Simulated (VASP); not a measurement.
An input for Quantum ESPRESSO's pw.x (written as the equivalent of a VASP run, and not itself run):

```
&CONTROL
  calculation = 'vc-relax'
  pseudo_dir = './pseudo'
  outdir = './out'
  tprnfor = .true.
  tstress = .true.
  nstep = 60
  forc_conv_thr = 0.00078
/
&SYSTEM
  ibrav = 0
  nat = 3
  ntyp = 2
  ecutwfc = 86
  occupations = 'smearing'
  smearing = 'methfessel-paxton'
  degauss = 0.00735
  input_dft = 'pbe'
  vdw_corr = 'grimme-d3'
  dftd3_version = 4
  dftd3_threebody = .false.
/
&ELECTRONS
  conv_thr = 7.3e-08
  electron_maxstep = 100
/
&IONS
/
&CELL
/
ATOMIC_SPECIES
  Zr 91.224 Zr.upf
  Se 78.971 Se.upf
CELL_PARAMETERS angstrom
     3.7488004   -0.0000000    0.0000000
    -1.8744002    3.2465566   -0.0000000
     0.0000000    0.0000000    6.0276375
ATOMIC_POSITIONS crystal
  Zr   0.0000000  0.0000000  0.0000000
  Se   0.3333330  0.6666670  0.2642978
  Se   0.6666670  0.3333330  0.7357022
K_POINTS automatic
  9 9 5 0 0 0
```

Problem. Write the VASP files for the same calculation (PBE-D3(BJ)).

Solution. Several could match; the one computed here: 
**INCAR**
```
! general
SYSTEM  = ZrSe2
PREC    = Accurate
ENCUT   = 480
LREAL   = F
LASPH   = T

! electronic loop
EDIFF   = 1E-6
NELM    = 100
ALGO    = Normal
LMAXMIX = 4

! smearing
ISMEAR  = 1
SIGMA   = 0.1

! functional
GGA     = PE
IVDW    = 12

! ions
IBRION  = 2
NSW     = 60
ISIF    = 3
EDIFFG  = -0.02

! output
LWAVE   = F
LCHARG  = F
```

### POSCAR
```
ZrSe2
1
    3.7488004320    -0.0000000000     0.0000000000
   -1.8744002161     3.2465566317    -0.0000000000
    0.0000000000     0.0000000000     6.0276375183
Zr Se
1 2
Direct
  0.0000000000   0.0000000000   0.0000000000
  0.3333330000   0.6666670000   0.2642978323
  0.6666670000   0.3333330000   0.7357021677
```

File KPOINTS:
```
Automatic mesh
0
Gamma
9 9 5
0 0 0
```

POTCAR, in this order: Zr_sv Se (PBE.64 set). Program: vasp_std.

Limits of the translation: the potentials are each code's own (VASP's PAW set, PseudoDojo norm-conserving files in pw.x), so ENCUT and ecutwfc are chosen apart and not converted; conv_thr bounds pw.x's estimated SCF error, while EDIFF bounds the energy change between steps; forc_conv_thr acts on force components and is met together with etot_conv_thr.

The compound is ZrSe2 in the 1T layered structure. This run relaxes it. Symmetry was kept, so distortions that lower it aren't found. The start is the result of an earlier pass.
